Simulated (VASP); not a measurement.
Method: optB86b-vdW, VASP's PBE PAW potentials (set 64) (plane waves; VASP 6.6.1).

VASP input:

### INCAR
```
SYSTEM  =  Sc
PREC  =  Accurate; ENCUT  =  520; LREAL  =  .FALSE.
LASPH  =  .TRUE.
EDIFF  =  1E-6; NELM  =  100; ALGO  =  Normal
LMAXMIX  =  4
ISMEAR  =  1; SIGMA  =  0.1
GGA  =  MK; LUSE_VDW  =  .TRUE.; AGGAC  =  0.0
PARAM1  =  0.1234; PARAM2  =  1.0
IBRION  =  2; NSW  =  60; ISIF  =  3
EDIFFG  =  -0.01
LWAVE  =  .FALSE.; LCHARG  =  .FALSE.
```

### POSCAR
```
Sc
1
    1.6550000000    -2.8665440000     0.0000000000
    1.6550000000     2.8665440000     0.0000000000
    0.0000000000     0.0000000000     5.2700000000
Sc
2
Direct
  0.3333330000   0.6666670000   0.2500000000
  0.6666670000   0.3333330000   0.7500000000
```

**KPOINTS**
```
Regular mesh
0
Gamma
  11 11 6
```

POTCAR, in this order: Sc_sv (PBE.64 set). Program: vasp_std.

Task: What will the output report for the number of irreducible k-points (NKPTS), largest plane-wave count, number of space-group operations, FFT grid (NGX, NGY, NGZ)?

Result: 
- number of irreducible k-points (NKPTS): 64
- largest plane-wave count: 1387
- number of space-group operations: 24
- FFT grid (NGX, NGY, NGZ): 28 × 28 × 40

The compound is Sc in the hcp structure. This run relaxes it. Symmetry was kept, so distortions that lower it aren't found.
